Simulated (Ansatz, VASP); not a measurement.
# InAs: VASP beside Ansatz, part 2 of 2

One calculation is typed for both programs; each brings its own data sets. How far apart do they land? The cell is taken from a series of runs on this material, whose earlier steps may have relaxed, scaled, displaced or heated it; both programs get it as it stands.

VASP 6.6.1 and Ansatz 0.2.0.

So far: Set-up; VASP: zone-centre phonons, LDA.

**2. VASP: zone-centre phonons, LDA (continued)**

Level of this step: LDA; plane waves and PAW (As, In_d) (VASP).

Numbers of over 12 decimals in the logs are rounded to 6 here.

From OUTCAR (step 2):

```text
ion  position               nearest neighbor table
   1  0.751  0.751  0.749-   2 2.61   2 2.61   2 2.62   2 2.62
   2  0.999  0.999  0.001-   1 2.61   1 2.61   1 2.62   1 2.62

  LATTYP: Found a body centered orthorhombic cell.
 ALAT       =     4.2605494176
 B/A-ratio  =     1.0100421924
 C/A-ratio  =     1.4063200677

 Subroutine GETGRP returns: Found  2 space group operations
 (whereof  2 operations were pure point group operations)

The static configuration has the point symmetry C_1h.

   k-points           NKPTS =   1728   k-points in BZ     NKDIM =   1728   number of bands    NBANDS=     15

   dimension x,y,z NGX =    32 NGY =   32 NGZ =   32
   dimension x,y,z NGXF=    64 NGYF=   64 NGZF=   64

   ENCUT  =  500.0 eV  36.75 Ry    6.06 a.u.   7.77  7.77  7.85*2*pi/ulx,y,z

   NELECT =      18.0000    total number of electrons

 k-points in reciprocal lattice and weights: Points of the shifted mesh
   0.04166667  0.04166667  0.04166667       0.001
   0.04166667  0.04166667  0.12500000       0.001
   0.04166667  0.04166667  0.20833333       0.001
   0.04166667  0.04166667  0.29166667       0.001
   0.04166667  0.04166667  0.37500000       0.001
   0.04166667  0.04166667  0.45833333       0.001
   0.04166667  0.04166667  0.54166667       0.001
   0.04166667  0.04166667  0.62500000       0.001
   0.04166667  0.04166667  0.70833333       0.001
[...]
0.95833333  0.95833333  0.87500000       0.001
   0.95833333  0.95833333  0.95833333       0.001

 average (electrostatic) potential at core
       1 -53.0576       2 -96.0559

  Total       -0.0755949     -0.0755949      0.0529713     -0.1319486     -0.0025196     -0.0025197
  in kB       -2.2050197     -2.2050197      1.5451146     -3.8487947     -0.0734952     -0.0734960
  external PRESSURE =      -0.9549750 kB  Pullay stress =       0.0000000 kB

  energy-cutoff  :      500.00
  volume of cell :       54.93
      direct lattice vectors                 reciprocal lattice vectors
     0.015126873  3.027790257  2.995848073    -0.165966102  0.165966102  0.166897649
     3.027790257  0.015126873  2.995848073     0.165966102 -0.165966102  0.166897649
     3.042917130  3.042917130  0.000000000     0.164316009  0.164316009 -0.166897649

 POSITION                                       TOTAL-FORCE (eV/Angst)
 -----------------------------------------------------------------------------------
      4.56428      4.56428      4.49880         0.000070      0.000070      0.000929
      3.04301      3.04301      5.98667        -0.000070     -0.000070     -0.000929
 -----------------------------------------------------------------------------------
    total drift:                                0.000006      0.000006     -0.000342

 Eigenvectors and eigenvalues of the dynamical matrix
 ----------------------------------------------------

   1 f  =    6.467953 THz    40.639349 2PiTHz  215.747696 cm-1    26.749293 meV
             X         Y         Z           dx          dy          dz
      4.564285  4.564285  4.498800     0.550604   -0.550604    0.000000
      3.043008  3.043008  5.986668    -0.443661    0.443661   -0.000000

   2 f  =    6.424593 THz    40.366908 2PiTHz  214.301355 cm-1    26.569970 meV
             X         Y         Z           dx          dy          dz
      4.564285  4.564285  4.498800     0.197418    0.197418    0.726428
      3.043008  3.043008  5.986668    -0.159104   -0.159104   -0.586282

   3 f  =    6.423520 THz    40.360168 2PiTHz  214.265570 cm-1    26.565533 meV
             X         Y         Z           dx          dy          dz
      4.564285  4.564285  4.498800     0.513946    0.513946   -0.279033
      3.043008  3.043008  5.986668    -0.414211   -0.414211    0.225203

   4 f/i=    0.002758 THz     0.017327 2PiTHz    0.091986 cm-1     0.011405 meV
             X         Y         Z           dx          dy          dz
      4.564285  4.564285  4.498800     0.001899    0.001899   -0.628041
      3.043008  3.043008  5.986668     0.002353    0.002353   -0.778168

   5 f/i=    0.007178 THz     0.045102 2PiTHz    0.239440 cm-1     0.029687 meV
             X         Y         Z           dx          dy          dz
      4.564285  4.564285  4.498800    -0.443713   -0.443713   -0.002682
      3.043008  3.043008  5.986668    -0.550554   -0.550554   -0.003330

   6 f/i=    0.007888 THz     0.049561 2PiTHz    0.263110 cm-1     0.032621 meV
             X         Y         Z           dx          dy          dz
      4.564285  4.564285  4.498800     0.443661   -0.443661    0.000000
      3.043008  3.043008  5.986668     0.550604   -0.550604    0.000000

 ELASTIC MODULI CONTR FROM IONIC RELAXATION (kBar)
 Direction    XX          YY          ZZ          XY          YZ          ZX
 --------------------------------------------------------------------------------
 XX          -0.1061     -0.1039     -0.1924      5.0910      0.3854      0.2824
 YY          -0.1039     -0.1061     -0.1924      4.9890     -0.3180      1.0869
 ZZ          -0.1924     -0.1924     -0.3543      9.3027     -0.4244      0.8407
 XY           5.0910      4.9890      9.3027   -246.8373      1.0955      1.1313
 YZ           0.3854     -0.3180     -0.4244      1.0955   -243.7802     11.0537
 ZX           0.2824      1.0869      0.8407      1.1313     11.0537   -245.0322
 --------------------------------------------------------------------------------
```

**3. Ansatz: zone-centre phonons, LDA**

Ansatz runs on its PAW soft_1 files.

The same cell, functional (in two slightly different forms), mesh and smearing now go to Ansatz, which takes its cutoff from its data sets.

The input, input.yaml:

```yaml
crystal:
  lattice:
    - [0.0151268726, 3.0277902574, 2.9958480728]
    - [3.0277902574, 0.0151268726, 2.9958480728]
    - [3.04291713, 3.04291713, 0.0]
  atoms:
    - { symbol: As, position: [0.7508391108, 0.7508391108, 0.7491309631] }
    - { symbol: In, position: [-0.0008391108, -0.0008391108, 0.0008690369] }
kpoints:
  mp_grid: { grid: [12, 12, 12], shift: [0.5, 0.5, 0.5] }
hamiltonian:
  xc: lda
  pseudopotentials: { kind: paw, azcp: { folder: soft_1 }, xc_functional: pbe }
scf:
  occupations: { method: gaussian, width: 0.015 }
output:
  eigenvalues: true
phonons:
  method: dfpt
```

Command:

```bash
> ansatz run input.yaml --threads 4 --pin off --max-ram 10240MiB --backend cpu --events-out ev --progress --plain --runs-dir out
```

The log of the run:

```text
Engine: ansatz 0.2.0, aarch64-unknown-linux-gnu
Pseudopotentials: kind: paw
Pseudopotential: As, paw, valence charge 15, recommended cutoff 420 eV (normal), soft_1/As.paw.azcp
Pseudopotential: In, paw, valence charge 13, recommended cutoff 420 eV (normal), soft_1/In.paw.azcp
Functional definition: SPW92
  exchange = slater_x
  correlation = pw_c
Crystal: 2 atoms, lattice volume = 54.928 Å³
Basis set: ecut = 420 eV, 1067 PW (Γ), exchange–correlation on 60×60×60 points (8 copies of the dense FFT grid, shifted against one another)
Bands: 18, of which v1, the nominal top of the filled ones, is band 14 counted from 1 (13 counted from 0)
Symmetry: 2 space group operations
k-points: 864 of 1728 (irreducible under 1 space group operation, time reversal used)
Non-local potential: As, projectors of the file, l = 0: 2, l = 1: 2, l = 2: 3, l = 3: 1
Non-local potential: In, projectors of the file, l = 0: 2, l = 1: 2, l = 2: 2, l = 3: 1
PAW form: soft (Blöchl's): semilocal exchange-correlation on the pseudo side does not see the compensation charge
PAW frozen core: As, regenerated for the run's functional, and the local potential with it (the file was generated under x = pbe(κ = 0.804, μ = 0.219515), c = pbe(β = 0.066725))
PAW frozen core: In, regenerated for the run's functional, and the local potential with it (the file was generated under x = pbe(κ = 0.804, μ = 0.219515), c = pbe(β = 0.066725))
PAW one-centre angular grid: As, 590 points (default); XC on 64 Gauss nodes
PAW one-centre angular grid: In, 590 points (default); XC on 64 Gauss nodes
Initial density: superposition of atomic densities (chi_scale 0.1, normalization cell, long waves kept (reshape's long-wave potential 0.00 eV rms))
Initial wavefunctions: pseudopotential atomic-orbital guess
Functional: x = slater, c = lda
SCF iter   1: F=—  HF=-10231.427549 eV  |F-HF|=—  |Δ(HF+E_count)|=         —  Δρ=2.79e-2  dr2=3.79e-1  ethr=3.10e-3  ⟨swp⟩=6.0  Hψ=78081  notcnv=0
preconditioner: auto → none  [insulator: Δε(μ)=0.399 eV  Ē_g=14.689 eV  σ=0.015 eV  W_gap=1.00  n_scr=14 (ndim 8)  ℏωp=21.3 eV  f_vac=0.007  D(μ)=0.00/eV (n_scr^D=0)  ε∞_Penn≈3.1]
SCF iter   2: F=—  HF=-10231.319499 eV  |F-HF|=—  |Δ(HF+E_count)|=   1.08e-1  Δρ=1.24e-2  dr2=6.33e-2  ethr=1.35e-3  ⟨swp⟩=2.0  Hψ=25920  notcnv=0
SCF iter   3: F=—  HF=-10231.304733 eV  |F-HF|=—  |Δ(HF+E_count)|=   1.48e-2  Δρ=2.53e-3  dr2=7.85e-3  ethr=2.26e-4  ⟨swp⟩=3.1  Hψ=28601  notcnv=0
SCF iter   4: F=—  HF=-10231.301402 eV  |F-HF|=—  |Δ(HF+E_count)|=   3.33e-3  Δρ=6.69e-4  dr2=1.16e-4  ethr=2.80e-5  ⟨swp⟩=3.0  Hψ=34046  notcnv=0
SCF iter   5: F=—  HF=-10231.301427 eV  |F-HF|=—  |Δ(HF+E_count)|=   2.47e-5  Δρ=1.76e-4  dr2=5.69e-6  ethr=4.15e-7  ⟨swp⟩=3.0  Hψ=30785  notcnv=0
SCF iter   6: F=—  HF=-10231.301433 eV  |F-HF|=—  |Δ(HF+E_count)|=   5.73e-6  Δρ=1.43e-5  dr2=6.33e-8  ethr=2.03e-8  ⟨swp⟩=2.0  Hψ=27442  notcnv=0
SCF iter   7: F=—  HF=-10231.301432 eV  |F-HF|=—  |Δ(HF+E_count)|=   2.81e-7  Δρ=5.60e-6  dr2=1.77e-8  ethr=2.26e-10  ⟨swp⟩=2.0  Hψ=27648  notcnv=0
SCF iter   8: F=—  HF=-10231.301432 eV  |F-HF|=—  |Δ(HF+E_count)|=   9.58e-9  Δρ=5.90e-7  dr2=8.41e-11  ethr=6.34e-11  ⟨swp⟩=2.1  Hψ=25976  notcnv=0
SCF iter   9: F=-10231.301432 eV  HF=-10231.301432 eV  |F-HF|=3.64e-12  |Δ(HF+E_count)|=  1.46e-11  Δρ=1.24e-7  dr2=6.87e-12  ethr=1.00e-12  ⟨swp⟩=6.0  Hψ=69839  notcnv=0
SCF 1 converged in 9 iterations: F = -10231.301432 eV  dr2 = 6.87e-12
  greatest PAW one-centre occupation: 0.999 electrons in one spin orbital (limit 2), on the As atom at site 0 (counted from 0), in its partial waves of l = 2
DFPT response loops at Γ: preconditioner auto → none (the input reference at scf.mixing.eps_inf says where Resta's filter doesn't serve); β = 0.50; Broyden in place of MSR1
SCF converged after 9 iterations
Free energy (F): -10231.301432 eV
Harris-Foulkes:  -10231.301432 eV  (|F-HF|=3.64e-12)
Internal energy: -10231.301432 eV  (E = F + TS)
E sigma→0 (E₀):  -10231.301432 eV
Fermi energy:    7.599853 eV
--- Per-component energies (eV) ---
  E_band       = -325.223561
  E_kinetic    = 318.472068
  E_local      = -3477.432845  (includes V_loc(G=0)·N_el)
  E_nonlocal   = -59.469923
  E_hartree    = 1727.582154
  E_xc         = -212.334521
  E_vxc        = -164.678566  (∫ρ·V_xc dr)
  E_paw        = -6001.844776  (= ΣΔE_a)
  E_vpaw       = -397.278586  (= ΣTr[D̂ρ^β])
  E_aug_tail   = 0.000082  (compensation charges beyond the density's cutoff)
  E_ewald      = -2528.633435
  E_core_change = 2.359764  (= ΣΔE_core)
  E_smearing   = -0.000000  (= −TS)
  E_closure    = -0.000000  (closes the sum)
  Σ components = -10231.301432   (vs F -10231.301432, Δ=0.00e0)
--- Band table (eV; the first three rows and the last of 864) ---
  k-point 0: bands = [... 10 lower, -4.5165, 6.6309, 7.4242, 7.4351, 7.7646, 11.2472, 11.3010, 11.3749]
  k-point 1: bands = [... 10 lower, -4.4205, 5.7534, 7.1698, 7.3832, 8.3868, 11.2344, 11.4596, 11.6381]
  k-point 2: bands = [... 10 lower, -4.1894, 4.5851, 6.8593, 7.1756, 8.7391, 11.6059, 11.7292, 12.0535]
  k-point 863: bands = [... 10 lower, -3.0170, 1.6000, 6.2251, 6.4198, 8.3747, 11.9433, 12.1386, 14.2086]
--- Phonons (Γ-DFPT): 4 representative perturbations + reference, on 864 of 1728 k-points (Σ response iterations 13) ---
  k mesh reduced under 1 symmetry operation, with k and −k counted as one. Each operation leaves every solved perturbation unchanged. A smaller set is not used because it would not reduce the number of displacements times k-points to solve
  ASR residual: 5.523e-5 → 0.000e0 eV/Å²; symmetrization residual: 1.903e-5 eV/Å²
  ASR residual per site (eV/Å²): 5.52e-5 5.28e-5
  Γ frequencies (cm⁻¹): 0.00 0.00 0.00 213.40 213.50 214.98
  non-analytic LO–TO correction: not included (Born effective charges unavailable; polar crystals: no LO–TO splitting at Γ)
```

The column dr2 measures how far the density is from self-consistency, as an energy; F and HF (Harris–Foulkes) agree once it is small.

**4. Side by side**

Known differences besides the potentials themselves: the two LDA forms differ slightly; the data sets hold 28 valence electrons in Ansatz (on its PAW soft_1 files) and 18 in VASP; the cutoff is 420 eV in Ansatz and 500 eV in VASP; VASP's log shows a relativistic correction to its local exchange, Ansatz's none. Total energies have different zeros and are not compared.

Compared:

```tsv
quantity	Ansatz	VASP	difference
optical mode 1 to 2 (cm⁻¹)	213.4	214.3	-0.40 %
optical mode 3 (cm⁻¹)	215.0	215.7	-0.36 %
```

Modes are paired by rising frequency, not by their patterns, so a pair may set unlike modes beside each other; they are those without the splitting of longitudinal modes.

**5. Summary of results**

```yaml
r_m_s_difference_of_the_optical_zone_centre_modes_each_program_s_sorted_by_frequency_zone_centre_phonons_lda: 0.81 cm⁻¹
```

In words: The r.m.s. difference of the optical zone-centre modes, each program's sorted by frequency is 0.81 cm⁻¹ (zone-centre phonons, LDA). The data sets hold unlike numbers of valence electrons (28 in Ansatz and 18 in VASP), so part of the differences comes from the potentials. How closely two codes agree says nothing of how well the functional describes the real material.

[Lines on the potential files, build, host, timing and source positions are cut from VASP's logs without a mark.]

[Logs are printed without paths, hosts, clocks, repeated set-up lines and the standing remarks that a program may print on its own settings, such as how far it seeks lower states.]

[Hosts, paths, dates, database ids (printed as entryN), source tags and the programs' standing remarks are cut or masked in the printed files.]
